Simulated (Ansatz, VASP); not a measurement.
## One calculation of HfIn4SiO6, two programs

The input INCAR:

```
SYSTEM = HfIn4SiO6
ALGO = Normal
EDIFF = 1E-7
ENCUT = 520
GGA = PE
ISIF = 2
ISMEAR = -1
KPAR = 4
LASPH = .TRUE.
LCHARG = .FALSE.
LREAL = .FALSE.
LWAVE = .FALSE.
NBANDS = 63
NELM = 60
PREC = Accurate
SIGMA = 0.05
```

File KPOINTS:

```
k-points
0
G
  5 5 4
  0 0 0
```

POSCAR

```
HfIn4SiO6
1.0
    5.6216515046      0.0037585072      0.0153792985
   -0.6955309941      6.0255973127     -0.0056722878
   -2.7001865462     -1.3767086338      6.5411441496
Hf In Si O
1 4 1 6
Direct
    0.1179300000      0.0155600000      0.1329200000
    0.3884200000      0.9990100000      0.7289100000
    0.7586500000      0.0084200000      0.4958600000
    0.2346100000      0.4884100000      0.5330000000
    0.5964900000      0.4821100000      0.2052800000
    0.8677800000      0.4402900000      0.8554400000
    0.5531600000      0.3873800000      0.7929000000
    0.9345400000      0.3848300000      0.6559600000
    0.9841400000      0.2621800000      0.0034700000
    0.9908300000      0.6980600000      0.9845200000
    0.0866500000      0.0649300000      0.3937400000
    0.4868000000      0.1088300000      0.2179900000
```

input.yaml

```yaml
crystal:
  lattice:
    - [5.6216515046, 0.0037585072, 0.0153792985]
    - [-0.6955309941, 6.0255973127, -0.0056722878]
    - [-2.7001865462, -1.3767086338, 6.5411441496]
  atoms:
    - { symbol: Hf, position: [0.11793, 0.01556, 0.13292] }
    - { symbol: In, position: [0.38842, 0.99901, 0.72891] }
    - { symbol: In, position: [0.75865, 0.00842, 0.49586] }
    - { symbol: In, position: [0.23461, 0.48841, 0.533] }
    - { symbol: In, position: [0.59649, 0.48211, 0.20528] }
    - { symbol: Si, position: [0.86778, 0.44029, 0.85544] }
    - { symbol: O, position: [0.55316, 0.38738, 0.7929] }
    - { symbol: O, position: [0.93454, 0.38483, 0.65596] }
    - { symbol: O, position: [0.98414, 0.26218, 0.00347] }
    - { symbol: O, position: [0.99083, 0.69806, 0.98452] }
    - { symbol: O, position: [0.08665, 0.06493, 0.39374] }
    - { symbol: O, position: [0.4868, 0.10883, 0.21799] }
hamiltonian:
  xc: pbe
  pseudopotentials: { kind: paw }
kpoints:
  mp_grid: { grid: [5, 5, 4] }
scf:
  occupations: { method: fermi_dirac, width: 0.05 }
output:
  forces: true
  stress: true
  eigenvalues: true
```

Change from the starting cell: volume scaled by 0.96.

Alike in both runs: task single point; functional PBE; k mesh 5 × 5 × 4; occupations fermi-dirac, width 0.05 eV; no spin polarisation.

|  | VASP | Ansatz |
| --- | --- | --- |
| version | VASP 6.6.1 | Ansatz 0.2.0 |
| potentials or method | VASP PAW PBE potentials, release 64 (Hf_pv, In_d, Si, O) | Ansatz PAW |
| plane-wave cutoff (eV) | 520 | 420 |
| valence electrons in the cell | 102 | 118 |

Ansatz gave:

```
gap on the k mesh at the Fermi level (eV)       : 0.81
least direct gap on the mesh (eV)               : 1.09
pressure (GPa)                                  : 3.8
largest component of the traceless stress (GPa) : 0.34
rms of the force components (eV/Å)              : 0.233
```

Problem. Estimate VASP's values.

Solution. gap on the k mesh at the Fermi level (eV): 0.80; least direct gap on the mesh (eV): 1.08; pressure (GPa): 3.6; largest component of the traceless stress (GPa): 0.28; rms of the force components (eV/Å): 0.236.

Atom by atom the forces differ by 0.052 eV/Å (rms over components). With one functional, cell and mesh, what is left measures potentials, basis and numerics. The two sets of potentials don't hold the same shells in valence.

Caveats: spin-orbit coupling is left out, which moves the levels of the heavy elements; an odd mesh through Γ misses points on the zone boundary, where band edges often lie (VASP); odd divisions of the mesh miss points on the zone boundary, where band edges often lie, so the gap on the mesh can be too wide (Ansatz); the pressure holds a Pulay correction of +0.3 GPa for the finite cutoff (Ansatz).
